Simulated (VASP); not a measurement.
Here is the system:

```yaml
crystal:
  lattice:
    - [4.69698, -2.17216, -0.00260]
    - [4.69698, 2.17216, -0.00260]
    - [3.69445, 0.00000, 3.62366]
  atoms:
    - { symbol: Ca, position: [0.00000, 0.00000, 0.00000] }
    - { symbol: C, position: [0.16682, 0.83318, 0.50000] }
    - { symbol: C, position: [0.50000, 0.16682, 0.83318] }
    - { symbol: C, position: [0.83318, 0.50000, 0.16682] }
    - { symbol: C, position: [0.83318, 0.16682, 0.50000] }
    - { symbol: C, position: [0.50000, 0.83318, 0.16682] }
    - { symbol: C, position: [0.16682, 0.50000, 0.83318] }
```

The numbers are results of PBE GGA, VASP's PBE PAW potentials (set 64) (plane waves; VASP), not measurements. Settings: 520 eV cut-off, Gaussian smearing of 0.050 eV, potentials Ca_sv C.

### Question
Give the energies of bands 12 to 20 at the high-symmetry points, in eV from the Fermi level.

### Answer

```json
[
 {"band": "12", "Γ": "-8.65", "T": "-9.47", "H2": "-7.26", "L": "-7.55", "S0": "-6.93", "F": "-7.58"},
 {"band": "13", "Γ": "-4.27", "T": "-4.26", "H2": "-7.18", "L": "-7.48", "S0": "-6.92", "F": "-7.47"},
 {"band": "14", "Γ": "-4.27", "T": "-4.26", "H2": "-6.56", "L": "-7.01", "S0": "-6.66", "F": "-7.18"},
 {"band": "15", "Γ": "-2.35", "T": "-2.61", "H2": "-5.91", "L": "-6.63", "S0": "-6.43", "F": "-6.88"},
 {"band": "16", "Γ": "-2.35", "T": "-2.61", "H2": "-5.74", "L": "-4.09", "S0": "-5.82", "F": "-4.45"},
 {"band": "17", "Γ": "-1.81", "T": "-1.64", "H2": "1.23", "L": "-1.40", "S0": "1.48", "F": "0.06"},
 {"band": "18", "Γ": "-1.81", "T": "-1.64", "H2": "1.34", "L": "2.11", "S0": "1.48", "F": "1.37"},
 {"band": "19", "Γ": "-1.18", "T": "0.58", "H2": "2.50", "L": "2.19", "S0": "2.17", "F": "2.54"},
 {"band": "20", "Γ": "3.04", "T": "2.59", "H2": "2.93", "L": "2.63", "S0": "2.60", "F": "3.15"}
]
```

It has no gap at this level: it comes out as a metal or semimetal.

The compound is CaC6 in the sg166 structure. It was relaxed first.
